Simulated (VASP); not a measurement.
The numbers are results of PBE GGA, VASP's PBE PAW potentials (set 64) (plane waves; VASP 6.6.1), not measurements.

VASP input:

File POSCAR:
```
Dy2S3
1
    4.4009000000     0.0000000000     0.0000000000
   -2.2004500000     3.8112910000     0.0000000000
    0.0000000000     0.0000000000     6.8572680000
Dy S
2 3
Direct
  0.3333330000   0.6666670000   0.2467000000
  0.6666670000   0.3333330000   0.7533000000
  0.0000000000   0.0000000000   0.0000000000
  0.3333330000   0.6666670000   0.6470000000
  0.6666670000   0.3333330000   0.3530000000
```

### INCAR
```
ALGO  =  Normal
EDIFF  =  1E-6
ENCUT  =  400
GGA  =  PE
ISIF  =  2
ISMEAR  =  0
ISYM  =  0
LASPH  =  .TRUE.
LCHARG  =  .FALSE.
LMAXMIX  =  6
LREAL  =  .FALSE.
LWAVE  =  .FALSE.
NELM  =  100
PREC  =  Accurate
SIGMA  =  0.05
SYSTEM  =  Dy2S3
```

**KPOINTS**
```
Automatic mesh
0
Gamma
5 5 3
0 0 0
```

POTCAR, in this order: Dy_3 S (PBE.64 set). Program: vasp_std.

What VASP printed:

OUTCAR:
```
 ion  position               nearest neighbor table
   1  0.333  0.667  0.247-   5 2.64   5 2.64   5 2.64   4 2.74   3 3.05   3 3.05   3 3.05
   2  0.667  0.333  0.753-   4 2.64   4 2.64   4 2.64   5 2.74   3 3.05   3 3.05   3 3.05
   3  0.000  0.000  0.000-   1 3.05   2 3.05   1 3.05   2 3.05   2 3.05   1 3.05
   4  0.333  0.667  0.647-   2 2.64   2 2.64   2 2.64   1 2.74
   5  0.667  0.333  0.353-   1 2.64   1 2.64   1 2.64   2 2.74
 Subroutine IBZKPT returns following result:
 Found     38 irreducible k-points:

 Following reciprocal coordinates:
            Coordinates               Weight
  0.000000  0.000000  0.000000      1.000000
  0.200000  0.000000  0.000000      2.000000
  0.000000  0.200000  0.000000      2.000000
 -0.200000  0.200000  0.000000      2.000000
  0.400000 -0.000000  0.000000      2.000000
  0.000000  0.400000  0.000000      2.000000
 -0.400000  0.400000  0.000000      2.000000
  0.200000  0.200000  0.000000      2.000000
 -0.200000  0.400000  0.000000      2.000000
 -0.400000  0.200000  0.000000      2.000000
  0.400000  0.200000  0.000000      2.000000
 -0.200000 -0.400000  0.000000      2.000000
  0.400000  0.400000  0.000000      2.000000
  0.000000  0.000000  0.333333      2.000000
  0.200000  0.000000  0.333333      2.000000
  0.000000  0.200000  0.333333      2.000000
 -0.200000  0.200000  0.333333      2.000000
 -0.200000  0.000000  0.333333      2.000000
  0.000000 -0.200000  0.333333      2.000000
  0.200000 -0.200000  0.333333      2.000000
  0.400000 -0.000000  0.333333      2.000000
  0.000000  0.400000  0.333333      2.000000
 -0.400000  0.400000  0.333333      2.000000
 -0.400000  0.000000  0.333333      2.000000
  0.000000 -0.400000  0.333333      2.000000
  0.400000 -0.400000  0.333333      2.000000
  0.200000  0.200000  0.333333      2.000000
 -0.200000  0.400000  0.333333      2.000000
 -0.400000  0.200000  0.333333      2.000000
...
```

### OSZICAR
```
       N       E                     dE             d eps       ncg     rms          rms(c)
DAV:   1     0.202096263739E+03    0.20210E+03   -0.14013E+04  1672   0.120E+03
DAV:   2    -0.434672544737E+01   -0.20644E+03   -0.20146E+03  2032   0.383E+02
DAV:   3    -0.316218528607E+02   -0.27275E+02   -0.25867E+02  2234   0.808E+01
DAV:   4    -0.326315290016E+02   -0.10097E+01   -0.10067E+01  2246   0.195E+01
DAV:   5    -0.326579023116E+02   -0.26373E-01   -0.26363E-01  2302   0.324E+00    0.328E+01
DAV:   6    -0.312916228062E+02    0.13663E+01   -0.44277E+00  2396   0.964E+00    0.223E+01
DAV:   7    -0.313345168389E+02   -0.42894E-01   -0.17178E+00  2426   0.670E+00    0.285E+00
DAV:   8    -0.312744819346E+02    0.60035E-01   -0.51003E-01  2258   0.348E+00    0.737E-01
DAV:   9    -0.312759729226E+02   -0.14910E-02   -0.17108E-02  2122   0.789E-01    0.350E-01
DAV:  10    -0.312764996536E+02   -0.52673E-03   -0.75814E-04  2060   0.209E-01    0.115E-01
DAV:  11    -0.312767978085E+02   -0.29815E-03   -0.29883E-04  2116   0.108E-01    0.439E-02
DAV:  12    -0.312768384246E+02   -0.40616E-04   -0.49606E-05  2090   0.412E-02    0.151E-02
DAV:  13    -0.312768528450E+02   -0.14420E-04   -0.21409E-05  2110   0.252E-02    0.577E-03
DAV:  14    -0.312768530934E+02   -0.24837E-06   -0.89223E-07  1436   0.675E-03
   1 F= -.31276853E+02 E0= -.31276853E+02  d E =-.864032E-16
```

File OUTCAR:
```
------------------------ aborting loop because EDIFF is reached ----------------------------------------
  FORCE on cell =-STRESS in cart. coord.  units (eV):
  Direction    XX          YY          ZZ          XY          YZ          ZX
  --------------------------------------------------------------------------------------
  Total        0.9302492      0.9303571      1.8392579      0.0000898      0.0000236     -0.0000405
  in kB       12.9582147     12.9597173     25.6205523      0.0012509      0.0003290     -0.0005635
  external PRESSURE =      17.1794948 kB  Pullay stress =       0.0000000 kB
  volume of cell :      115.02
      direct lattice vectors                 reciprocal lattice vectors
     4.400900000  0.000000000  0.000000000     0.227226249  0.131189143  0.000000000
    -2.200450000  3.811291000  0.000000000     0.000000000  0.262378286  0.000000000
     0.000000000  0.000000000  6.857268000     0.000000000  0.000000000  0.145830672
 POSITION                                       TOTAL-FORCE (eV/Angst)
 -----------------------------------------------------------------------------------
     -0.00000      2.54086      1.69169         0.000028     -0.000017     -0.364342
      2.20045      1.27043      5.16558        -0.000029      0.000017      0.364337
      0.00000      0.00000      0.00000        -0.000001     -0.000002     -0.000001
     -0.00000      2.54086      4.43665         0.000036     -0.000024     -0.047566
      2.20045      1.27043      2.42062        -0.000034      0.000025      0.047572
 -----------------------------------------------------------------------------------
    total drift:                                0.000000     -0.000001      0.000011
  FREE ENERGIE OF THE ION-ELECTRON SYSTEM (eV)
  ---------------------------------------------------
  free  energy   TOTEN  =       -31.2768530934 eV

  energy  without entropy=      -31.2768530934  energy(sigma->0) =      -31.27685309
```
(Selected blocks of OUTCAR.)

The 4f electrons are frozen in the core of the lanthanide potential, so 4f levels, which can set the real gap, and their magnetism are missing.

The structure was generated: Dy2S3 was put into the A-La2O3 type (P-3m1), which need not be its known phase. The cell was not relaxed at this level. The run is one of a series of settings (ISYM = 0 against the base run), some of them coarse on purpose.
